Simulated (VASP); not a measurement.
Consider the following.

```xyz
1
Lattice="0.0000 1.9600 1.9600 1.9600 0.0000 1.9600 1.9600 1.9600 0.0000" Properties=species:S:1:pos:R:3 pbc="T T T"
Pt     0.0000     0.0000     0.0000
```

Level of theory: PBE GGA, VASP's PBE PAW potentials (set 64) (plane waves; VASP 6.6.1). Run with 300 eV cut-off, 12×12×12 Γ-centred mesh, Gaussian smearing of 0.14 eV, potentials Pt.

Q: Give the energies of bands 1 to 6 at the high-symmetry points, in eV from the Fermi level.

A: 
```json
[
 {"band": "1", "Γ": "-10.27", "X": "-7.12", "U": "-6.30", "L": "-7.37", "W": "-5.70"},
 {"band": "2", "Γ": "-3.81", "X": "-6.66", "U": "-5.51", "L": "-3.88", "W": "-4.59"},
 {"band": "3", "Γ": "-3.81", "X": "-0.01", "U": "-2.89", "L": "-3.88", "W": "-4.59"},
 {"band": "4", "Γ": "-3.81", "X": "0.48", "U": "-1.34", "L": "-0.51", "W": "-2.03"},
 {"band": "5", "Γ": "-1.65", "X": "0.48", "U": "-0.19", "L": "0.03", "W": "0.48"},
 {"band": "6", "Γ": "-1.65", "X": "1.74", "U": "5.71", "L": "0.03", "W": "7.10"}
]
```

It has no gap at this level: it comes out as a metal or semimetal.

The structure is a typed Pt crystal (Fm-3m). The cell was not relaxed at this level.
